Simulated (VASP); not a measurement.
Calculation: optB86b-vdW, VASP's PBE PAW potentials (set 64) (plane waves; VASP).

VASP input:

File POSCAR:
```
PtS2
1
    1.7826102402    -3.0875715781    -0.0000000000
    1.7826102402     3.0875715781     0.0000000000
   -0.0000000000     0.0000000000     4.8186444335
Pt S
1 2
Direct
  0.0000000000   0.0000000000   0.0000000000
  0.3333330000   0.6666670000   0.2483778034
  0.6666670000   0.3333330000   0.7516221966
```

INCAR:
```
# general
SYSTEM   = PtS2
PREC     = Accurate
ENCUT    = 520
LREAL    = F
LASPH    = T

# electronic loop
EDIFF    = 1E-6
NELM     = 100
ALGO     = Normal
LMAXMIX  = 6

# smearing
ISMEAR   = 0
SIGMA    = 0.05

# functional
GGA      = MK
LUSE_VDW = T
AGGAC    = 0.0
PARAM1   = 0.1234
PARAM2   = 1.0

# ions
IBRION   = 2
NSW      = 60
ISIF     = 3
EDIFFG   = -0.02

# output
LWAVE    = F
LCHARG   = F
```

**KPOINTS**
```
kpoints
0
gamma
  7 7 4
```

POTCAR, in this order: Pt S (PBE.64 set). Program: vasp_std.

What VASP printed:

**OUTCAR**
```
 ion  position               nearest neighbor table
   1  0.000  0.000  0.000-   2 2.38   3 2.38   3 2.38   2 2.38   3 2.38   2 2.38
   2  0.333  0.667  0.248-   1 2.38   1 2.38   1 2.38
   3  0.667  0.333  0.752-   1 2.38   1 2.38   1 2.38
  LATTYP: Found a hexagonal cell.
 ALAT       =     3.5652205427
 C/A-ratio  =     1.3515698049
 Subroutine PRICEL returns:
 Original cell was already a primitive cell.
 Subroutine GETGRP returns: Found 12 space group operations
The static configuration has the point symmetry D_3d.
The dynamic configuration has the point symmetry D_3d.
 Subroutine INISYM returns: Found 12 space group operations
 Subroutine IBZKPT returns following result:
 Found     28 irreducible k-points:

 Following reciprocal coordinates:
            Coordinates               Weight
  0.000000  0.000000  0.000000      1.000000
  0.142857  0.000000  0.000000      6.000000
  0.285714  0.000000  0.000000      6.000000
  0.428571  0.000000  0.000000      6.000000
  0.142857  0.142857  0.000000      6.000000
  0.285714  0.142857  0.000000     12.000000
  0.428571  0.142857  0.000000      6.000000
  0.285714  0.285714  0.000000      6.000000
  0.000000  0.000000  0.250000      2.000000
  0.142857  0.000000  0.250000      6.000000
  0.000000  0.142857  0.250000      6.000000
  0.285714  0.000000  0.250000      6.000000
  0.000000  0.285714  0.250000      6.000000
  0.428571  0.000000  0.250000      6.000000
  0.000000  0.428571  0.250000      6.000000
  0.142857  0.142857  0.250000     12.000000
  0.285714  0.142857  0.250000     12.000000
 -0.142857  0.428571  0.250000     12.000000
  0.428571  0.142857  0.250000     12.000000
  0.285714  0.285714  0.250000     12.000000
  0.000000  0.000000  0.500000      1.000000
  0.142857  0.000000  0.500000      6.000000
  0.285714  0.000000  0.500000      6.000000
  0.428571  0.000000  0.500000      6.000000
  0.142857  0.142857  0.500000      6.000000
  0.285714  0.142857  0.500000     12.000000
  0.428571  0.142857  0.500000      6.000000
  0.285714  0.285714  0.500000      6.000000
   k-points           NKPTS =     28   k-points in BZ     NKDIM =     28   number of bands    NBANDS=     15
   number of dos      NEDOS =    301   number of ions     NIONS =      3
   total plane-waves  NPLWV =  28224
   dimension x,y,z NGX =    28 NGY =   28 NGZ =   36
   dimension x,y,z NGXF=    56 NGYF=   56 NGZF=   72
   ions per type =               1   2
   PREC   = accura    normal or accurate (medium, high low for compatibility)
   ISTART =      0    job   : 0-new  1-cont  2-samecut
   ICHARG =      2    charge: 1-file 2-atom 10-const
   ISPIN  =      1    spin polarized calculation?
   LNONCOLLINEAR =      F non collinear calculations
   LSORBIT =      F    spin-orbit coupling
   INIWAV =      1    electr: 0-lowe 1-rand  2-diag
   ENCUT  =  520.0 eV  38.22 Ry    6.18 a.u.   6.63  6.63  8.96*2*pi/ulx,y,z
   NELM   =    100;   NELMIN=  2; NELMDL= -5     # of ELM steps
   EDIFF  = 0.1E-05   stopping-criterion for ELM
   LREAL  =      F    real-space projection
   NLSPLINE    = F    spline interpolate recip. space projectors
   LMAXMIX     =    6 max onsite mixed and CHGCAR
   VOSKOWN=      0    Vosko Wilk Nusair interpolation
   EDIFFG = -.2E-01   stopping-criterion for IOM
   NSW    =     60    number of steps for IOM
   NBLOCK =      1;   KBLOCK =     60    inner block; outer block
   IBRION =      2    ionic relax: 0-MD 1-quasi-New 2-CG
   NFREE  =      1    steps in history (QN), initial steepest desc. (CG)
   ISIF   =      3    stress and relaxation
   ISYM   =      2    0-nonsym 1-usesym 2-fastsym
   TEIN   =    0.0    initial temperature
   TEBEG  =    0.0;   TEEND  =   0.0 temperature during run
...
```

File OSZICAR:
```
       N       E                     dE             d eps       ncg     rms          rms(c)
DAV:   1     0.123586765151E+03    0.12359E+03   -0.10668E+04   848   0.131E+03
DAV:   2    -0.636230293838E+01   -0.12995E+03   -0.12677E+03  1085   0.250E+02
DAV:   3    -0.115127745987E+02   -0.51505E+01   -0.51139E+01  1043   0.540E+01
DAV:   4    -0.115694809655E+02   -0.56706E-01   -0.56690E-01  1099   0.624E+00
DAV:   5    -0.115704468016E+02   -0.96584E-03   -0.96575E-03  1092   0.770E-01    0.187E+01
DAV:   6    -0.104999460056E+02    0.10705E+01   -0.78314E+00   861   0.290E+01    0.125E+01
DAV:   7    -0.102716737048E+02    0.22827E+00   -0.13569E+00   847   0.130E+01    0.591E+00
DAV:   8    -0.102551447434E+02    0.16529E-01   -0.85048E-02   973   0.221E+00    0.138E+00
DAV:   9    -0.102501972356E+02    0.49475E-02   -0.13455E-02   994   0.134E+00    0.240E-01
DAV:  10    -0.102503724929E+02   -0.17526E-03   -0.17562E-03  1050   0.311E-01    0.743E-02
DAV:  11    -0.102504019042E+02   -0.29411E-04   -0.47541E-05  1043   0.626E-02    0.400E-02
DAV:  12    -0.102504024093E+02   -0.50507E-06   -0.68296E-06   994   0.274E-02
   1 F= -.10250402E+02 E0= -.10250402E+02  d E =-.102504E+02
       N       E                     dE             d eps       ncg     rms          rms(c)
DAV:   1    -0.107899635586E+02   -0.53956E+00   -0.12269E+01   889   0.318E+01    0.526E+00
DAV:   2    -0.103347061291E+02    0.45526E+00   -0.22887E+00   861   0.174E+01    0.419E+00
DAV:   3    -0.102389548785E+02    0.95751E-01   -0.19645E-01   875   0.516E+00    0.196E+00
DAV:   4    -0.102172350549E+02    0.21720E-01   -0.13737E-01   875   0.221E+00    0.729E-01
DAV:   5    -0.102172926393E+02   -0.57584E-04   -0.60763E-03   959   0.722E-01    0.499E-01
DAV:   6    -0.102170880065E+02    0.20463E-03   -0.17613E-03   952   0.422E-01    0.686E-02
DAV:   7    -0.102170968131E+02   -0.88066E-05   -0.13583E-04  1071   0.112E-01    0.323E-02
DAV:   8    -0.102170958244E+02    0.98877E-06   -0.88406E-06  1029   0.274E-02
   2 F= -.10217096E+02 E0= -.10217057E+02  d E =0.333066E-01
       N       E                     dE             d eps       ncg     rms          rms(c)
DAV:   1    -0.104948737927E+02   -0.27778E+00   -0.49558E+00   889   0.204E+01    0.360E+00
DAV:   2    -0.103086128589E+02    0.18626E+00   -0.86302E-01   868   0.102E+01    0.217E+00
DAV:   3    -0.102759602534E+02    0.32653E-01   -0.71343E-02   882   0.305E+00    0.792E-01
DAV:   4    -0.102686541521E+02    0.73061E-02   -0.45182E-02   910   0.132E+00    0.409E-01
DAV:   5    -0.102685761170E+02    0.78035E-04   -0.13223E-03  1008   0.351E-01    0.285E-01
DAV:   6    -0.102686696213E+02   -0.93504E-04   -0.32855E-04   959   0.144E-01    0.382E-02
DAV:   7    -0.102686695943E+02    0.26983E-07   -0.38031E-05  1106   0.606E-02    0.226E-02
DAV:   8    -0.102686679750E+02    0.16193E-05   -0.43337E-06   921   0.207E-02    0.593E-03
DAV:   9    -0.102686675913E+02    0.38366E-06   -0.87956E-07   483   0.704E-03
   3 F= -.10268668E+02 E0= -.10268666E+02  d E =-.182652E-01
       N       E                     dE             d eps       ncg     rms          rms(c)
DAV:   1    -0.102687008243E+02   -0.32849E-04   -0.66323E-04   889   0.236E-01    0.400E-02
DAV:   2    -0.102686762110E+02    0.24613E-04   -0.11556E-04   868   0.122E-01    0.268E-02
DAV:   3    -0.102686719903E+02    0.42206E-05   -0.90848E-06   896   0.348E-02    0.111E-02
DAV:   4    -0.102686712542E+02    0.73614E-06   -0.63719E-06   854   0.151E-02
   4 F= -.10268671E+02 E0= -.10268670E+02  d E =-.182688E-01
       N       E                     dE             d eps       ncg     rms          rms(c)
DAV:   1    -0.102697763917E+02   -0.11044E-02   -0.35812E-02   854   0.140E+00    0.146E-01
DAV:   2    -0.102692463554E+02    0.53004E-03   -0.19552E-03   945   0.343E-01    0.866E-02
DAV:   3    -0.102691676454E+02    0.78710E-04   -0.30553E-04  1022   0.159E-01    0.361E-02
DAV:   4    -0.102691439401E+02    0.23705E-04   -0.59586E-05  1008   0.590E-02    0.161E-02
DAV:   5    -0.102691425442E+02    0.13959E-05   -0.85916E-06  1036   0.218E-02    0.641E-03
DAV:   6    -0.102691426692E+02   -0.12492E-06   -0.67471E-07   462   0.751E-03
   5 F= -.10269143E+02 E0= -.10269142E+02  d E =-.471415E-03
       N       E                     dE             d eps       ncg     rms          rms(c)
DAV:   1    -0.102702702432E+02   -0.11277E-02   -0.52807E-02   861   0.170E+00    0.176E-01
DAV:   2    -0.102694890247E+02    0.78122E-03   -0.28626E-03   945   0.415E-01    0.105E-01
DAV:   3    -0.102693735384E+02    0.11549E-03   -0.45132E-04  1022   0.193E-01    0.438E-02
DAV:   4    -0.102693388863E+02    0.34652E-04   -0.87684E-05  1015   0.715E-02    0.197E-02
DAV:   5    -0.102693368478E+02    0.20385E-05   -0.12792E-05  1036   0.266E-02    0.785E-03
DAV:   6    -0.102693370257E+02   -0.17789E-06   -0.99626E-07   484   0.913E-03
   6 F= -.10269337E+02 E0= -.10269336E+02  d E =-.665772E-03
```

### OUTCAR
```
------------------------ aborting loop because EDIFF is reached ----------------------------------------
  FORCE on cell =-STRESS in cart. coord.  units (eV):
  Direction    XX          YY          ZZ          XY          YZ          ZX
  --------------------------------------------------------------------------------------
  Total        0.0156664      0.0156664      0.0391997      0.0000000      0.0000000      0.0000000
  in kB        0.4627122      0.4627122      1.1577749      0.0000000      0.0000000      0.0000000
  external PRESSURE =       0.6943998 kB  Pullay stress =       0.0000000 kB
  volume of cell :       54.25
      direct lattice vectors                 reciprocal lattice vectors
     1.792613218 -3.104897245 -0.000000000     0.278922411 -0.161035925  0.000000000
     1.792613218  3.104897245  0.000000000     0.278922411  0.161035925 -0.000000000
     0.000000000  0.000000000  4.873099281     0.000000000 -0.000000000  0.205208214
 POSITION                                       TOTAL-FORCE (eV/Angst)
 -----------------------------------------------------------------------------------
      1.79261      3.10490      0.00000        -0.000000      0.000000      0.000000
      1.79261      1.03497      1.22164        -0.000000      0.000000     -0.015563
      1.79261     -1.03497      3.65145         0.000000     -0.000000      0.015563
 -----------------------------------------------------------------------------------
    total drift:                                0.000000     -0.000000      0.000000
  FREE ENERGIE OF THE ION-ELECTRON SYSTEM (eV)
  ---------------------------------------------------
  free  energy   TOTEN  =       -10.2693370257 eV

  energy  without entropy=      -10.2693356787  energy(sigma->0) =      -10.26933635

 reached required accuracy - stopping structural energy minimisation
```
(Selected blocks of OUTCAR.)

File CONTCAR:
```
PtS2
   1.00000000000000
     1.7926132177317262   -3.1048972446146088   -0.0000000000000000
     1.7926132177317262    3.1048972446146088    0.0000000000000000
     0.0000000000000000    0.0000000000000000    4.8730992812095772
  Pt              S
     1     2
Direct
     0.0000000000000000    1.0000000000000000    0.0000000000000000
     0.3333330000000032    0.6666669999999968    0.2506915291434219
     0.6666669999999968    0.3333330000000032    0.7493084708565781
```

Energy and stress use the plane-wave basis of the starting cell.

The compound is PtS2 in the 1T layered structure. This run relaxes it. Symmetry was kept, so distortions that lower it aren't found. The start is the result of an earlier pass.
